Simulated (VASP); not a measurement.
Computed with r2SCAN meta-GGA, VASP's PBE PAW potentials (set 64) (plane waves; VASP).

A VASP calculation is set up with these files.

### KPOINTS_OPT
```
k-points along high-symmetry lines
6
Line-mode
Reciprocal
  0.000000   0.000000   0.000000 ! GAMMA
  0.500000   0.000000   0.000000 ! M

  0.500000   0.000000   0.000000 ! M
  0.333333   0.333333   0.000000 ! K

  0.333333   0.333333   0.000000 ! K
  0.000000   0.000000   0.000000 ! GAMMA

  0.000000   0.000000   0.000000 ! GAMMA
  0.000000   0.000000   0.500000 ! A

  0.000000   0.000000   0.500000 ! A
  0.500000   0.000000   0.500000 ! L

  0.500000   0.000000   0.500000 ! L
  0.333333   0.333333   0.500000 ! H

  0.333333   0.333333   0.500000 ! H
  0.000000   0.000000   0.500000 ! A

  0.500000   0.000000   0.500000 ! L
  0.500000   0.000000   0.000000 ! M

  0.333333   0.333333   0.500000 ! H
  0.333333   0.333333   0.000000 ! K
```

**KPOINTS**
```
K-points
0
G
  10 10 6
```

**POSCAR**
```
RuAs
1.0
  3.8990547832   0.0000000000   0.0000000000
 -1.9495273917   3.3766807438   0.0000000000
  0.0000000000   0.0000000000   6.1014060241
Ru As
2 2
direct
  0.3333330000   0.6666670000   0.9943246652
  0.6666670000   0.3333330000   0.4943246652
  0.3333330000   0.6666670000   0.3806753348
  0.6666670000   0.3333330000   0.8806753348
```

### INCAR
```
METAGGA=R2SCAN
LCHARG=F
LORBIT=11   ! lm-projected
ISIF=2   ! forces and stress, cell fixed
EDIFF=1E-7
LMIXTAU=T
ALGO=Normal   ! blocked Davidson
NELM=100   ! most electronic steps
PREC=Accurate
LEFG=T
LMAXMIX=4   ! l cut-off of mixed one-centre charges
NEDOS=601   ! DOS grid
ISMEAR=-5   ! tetrahedra, Bloechl
LWAVE=F
LREAL=F   ! projection in real space or not
ENCUT=400
LASPH=T
SYSTEM=RuAs
```

POTCAR, in this order: Ru_pv As (PBE.64 set). Program: vasp_std.

The run wrote:

OSZICAR:
```
       N       E                     dE             d eps       ncg     rms          rms(c)
DAV:   1     0.212760839466E+03    0.21276E+03   -0.20168E+04  3048   0.133E+03
DAV:   2    -0.805778264289E+02   -0.29334E+03   -0.28791E+03  3010   0.379E+02
DAV:   3    -0.907392115093E+02   -0.10161E+02   -0.10055E+02  3197   0.666E+01
DAV:   4    -0.909129216862E+02   -0.17371E+00   -0.17343E+00  2975   0.814E+00
DAV:   5    -0.909179433108E+02   -0.50216E-02   -0.50164E-02  3762   0.124E+00    0.189E+01
DAV:   6    -0.833012442444E+02    0.76167E+01   -0.13015E+01  2807   0.342E+01    0.482E+00
DAV:   7    -0.799186460772E+02    0.33826E+01   -0.25863E+00  2745   0.141E+01    0.420E+00
DAV:   8    -0.793573472619E+02    0.56130E+00   -0.48276E-01  2905   0.427E+00    0.127E+00
DAV:   9    -0.797409475008E+02   -0.38360E+00   -0.23339E-01  2709   0.257E+00    0.512E-01
DAV:  10    -0.797380705510E+02    0.28769E-02   -0.21680E-02  3017   0.101E+00    0.151E-01
DAV:  11    -0.797403641321E+02   -0.22936E-02   -0.62434E-02  2765   0.153E+00    0.187E-01
DAV:  12    -0.797387721892E+02    0.15919E-02   -0.22050E-03  2941   0.316E-01    0.114E-01
DAV:  13    -0.797630108970E+02   -0.24239E-01   -0.93438E-03  2821   0.548E-01    0.281E-02
DAV:  14    -0.797650139979E+02   -0.20031E-02   -0.10980E-03  3218   0.190E-01    0.222E-02
DAV:  15    -0.797649933320E+02    0.20666E-04   -0.79259E-05  2891   0.577E-02    0.114E-02
DAV:  16    -0.797651610494E+02   -0.16772E-03   -0.13141E-04  2744   0.865E-02    0.527E-03
DAV:  17    -0.797652023008E+02   -0.41251E-04   -0.20373E-05  2954   0.357E-02    0.254E-03
DAV:  18    -0.797651953380E+02    0.69628E-05   -0.17042E-06  3370   0.108E-02    0.122E-03
DAV:  19    -0.797652004994E+02   -0.51614E-05   -0.12997E-07  2136   0.317E-03    0.520E-04
DAV:  20    -0.797651956609E+02    0.48386E-05   -0.18989E-07  2068   0.345E-03    0.172E-04
DAV:  21    -0.797651977297E+02   -0.20689E-05   -0.35674E-08  1568   0.157E-03    0.921E-05
DAV:  22    -0.797651975914E+02    0.13833E-06   -0.10023E-08  1540   0.790E-04    0.792E-05
DAV:  23    -0.797651976750E+02   -0.83542E-07   -0.30879E-09  1512   0.340E-04
   1 F= -.79765198E+02 E0= -.79765198E+02  d E =0.000000E+00
       N       E                     dE             ncg
```

### OUTCAR
```
------------------------ aborting loop because EDIFF is reached ----------------------------------------
  FORCE on cell =-STRESS in cart. coord.  units (eV):
  Direction    XX          YY          ZZ          XY          YZ          ZX
  --------------------------------------------------------------------------------------
  Total       -0.0293168     -0.0293168      0.1550756      0.0000000      0.0000000      0.0000000
  in kB       -0.5847208     -0.5847209      3.0929631      0.0000000      0.0000000      0.0000000
  external PRESSURE =       0.6411738 kB  Pullay stress =       0.0000000 kB
  volume of cell :       80.33
      direct lattice vectors                 reciprocal lattice vectors
     3.899054783  0.000000000  0.000000000     0.256472416  0.148074407  0.000000000
    -1.949527392  3.376680744  0.000000000     0.000000000  0.296148815  0.000000000
     0.000000000  0.000000000  6.101406024     0.000000000  0.000000000  0.163896649
 POSITION                                       TOTAL-FORCE (eV/Angst)
 -----------------------------------------------------------------------------------
     -0.00000      2.25112      6.06678         0.000000     -0.000000     -0.016772
      1.94953      1.12556      3.01608        -0.000000      0.000000     -0.016772
     -0.00000      2.25112      2.32265         0.000000     -0.000000      0.016772
      1.94953      1.12556      5.37336        -0.000000      0.000000      0.016772
 -----------------------------------------------------------------------------------
    total drift:                               -0.002207      0.001274     -0.002560
  FREE ENERGIE OF THE ION-ELECTRON SYSTEM (eV)
  ---------------------------------------------------
  free  energy   TOTEN  =       -79.7651976750 eV

  energy  without entropy=      -79.7651976750  energy(sigma->0) =      -79.76519767

 total charge

# of ion       s       p       d       tot
------------------------------------------
    1        0.360   6.174   6.253  12.787
    2        0.360   6.174   6.253  12.787
    3        1.214   1.575   0.119   2.908
    4        1.214   1.575   0.119   2.908
--------------------------------------------------
tot          3.149  15.497  12.744  31.390

 Electric field gradients after diagonalization (V/A^2)
 (convention: |V_zz| > |V_xx| > |V_yy|)
----------------------------------------------------------------------
 ion       V_xx      V_yy      V_zz     asymmetry (V_yy - V_xx)/ V_zz
----------------------------------------------------------------------
   1     -16.685   -16.683    33.368       0.000
   2     -16.685   -16.683    33.368       0.000
   3      -9.249    -9.248    18.497       0.000
   4      -9.249    -9.248    18.497       0.000
```
(Selected blocks of OUTCAR.)

File OUTCAR:
```
 val. band max:        6.0786911069   @ k =   0.3000  -0.0000   0.0000

 cond. band min:       5.9717076329   @ k =   0.4000   0.0000   0.5000


 Fermi energy:         6.0378122228

 k-point     1 :       0.0000    0.0000    0.0000
  band No.  band energies     occupation
      1     -37.5762      2.00000
      2     -37.5406      2.00000
      3     -37.5406      2.00000
      4     -37.5367      2.00000
      5     -37.5329      2.00000
      6     -37.5328      2.00000
      7      -6.7837      2.00000
      8      -5.5264      2.00000
      9       1.3495      2.00000
     10       1.7195      2.00000
     11       1.7195      2.00000
     12       2.0008      2.00000
     13       2.0008      2.00000
     14       2.0112      2.00000
     15       4.1656      2.00000
     16       4.1657      2.00000
     17       4.9658      2.00000
     18       4.9658      2.00000
     19       5.7218      2.23319
     20       9.5368      0.00000
     21       9.5368      0.00000
     22      10.6007      0.00000
     23      10.7095      0.00000

 k-point     2 :       0.1000    0.0000    0.0000
  band No.  band energies     occupation
      1     -37.5752      2.00000
      2     -37.5426      2.00000
      3     -37.5413      2.00000
      4     -37.5374      2.00000
      5     -37.5355      2.00000
      6     -37.5334      2.00000
      7      -6.6962      2.00000
      8      -5.4823      2.00000
      9       1.4075      2.00000
     10       1.6283      2.00000
     11       1.7801      2.00000
     12       1.9486      2.00000
     13       2.0777      2.00000
     14       2.0797      2.00000
     15       4.0794      2.00000
     16       4.1486      2.00000
     17       4.9779      2.00000
     18       4.9919      2.00000
     19       5.7299      2.26011
     20       8.8876      0.00000
     21       9.1989      0.00000
     22      10.5340      0.00000
     23      10.6320      0.00000

 k-point     3 :       0.2000    0.0000    0.0000
...
```

For a metal the tetrahedron method with Blöchl corrections gives inexact stress and forces.

The structure was generated: RuAs was put into the wurtzite type (P6_3mc), which need not be its known phase. It was relaxed first, which changed the volume by -30 %.
